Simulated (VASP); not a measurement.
Consider the following.

```
PrBr3
1.0
    5.63310     0.00000     0.00000
    0.00000     5.63310     0.00000
    0.00000     0.00000     5.63310
Pr Br
1 3
Direct
  0.00000   0.00000   0.00000
  0.50000   0.00000   0.00000
  0.00000   0.00000   0.50000
  0.00000   0.50000   0.00000
```
Starting moments (μB, in the order of the record's atoms Pr Br Br Br): 2.0 0.0 0.0 0.0.

Level of theory: PBE GGA, VASP's PBE PAW potentials (set 64) (plane waves; VASP). Numerical set-up: 300 eV cut-off, 3×3×3 Γ-centred mesh, Gaussian smearing of 0.27 eV, potentials Pr Br.

At this cut-off the stress carries a Pulay error, which pulls relaxed volumes low. Energy and stress use the plane-wave basis of the starting cell. The moments were started parallel, and other spin orders were not tried in this run.

Problem. The ions, cell shape and volume are relaxed. Give the cell that the relaxation ends in.

Solution. 
```
PrBr3
1.0
    5.75385     0.00000     0.00000
    0.00000     5.75385     0.00000
    0.00000     0.00000     5.75385
Pr Br
1 3
Direct
  0.00000   0.00000   0.00000
  0.50000   0.00000   0.00000
  0.00000   0.00000   0.50000
  0.00000   0.50000   0.00000
```
Space group Pm-3m (221), at a tolerance of 0.03 Å. The cell ends with 2.00 μB, on the sites 1.93 -0.03 -0.03 -0.03 μB.

Problem. How do energy and volume change from the first to the last step?

Solution. The energy (σ→0) changes by -19.6 meV/atom and the volume by +6.6 %, in 3 ionic steps.

```tsv
step	E(σ→0) (eV)	max force (eV/Å)	pressure (GPa)	volume (Å³)
1	-17.6843	0.000	2.24	178.75
2	-17.7500	0.000	-0.79	195.44
3	-17.7626	0.000	0.00	190.49
```

The structure was generated: PrBr3 was put into an ordered model structure, which need not be its known phase. This run relaxes it. Symmetry was kept, so distortions that lower it aren't found. The k-mesh is coarse (spacing up to 0.36 per Å, 2π included), so the numbers may not be converged in it. The run is one of a series of settings (EDIFFG = -0.01, IBRION = 2, ISIF = 3, NSW = 50 against the base run), some of them coarse on purpose.
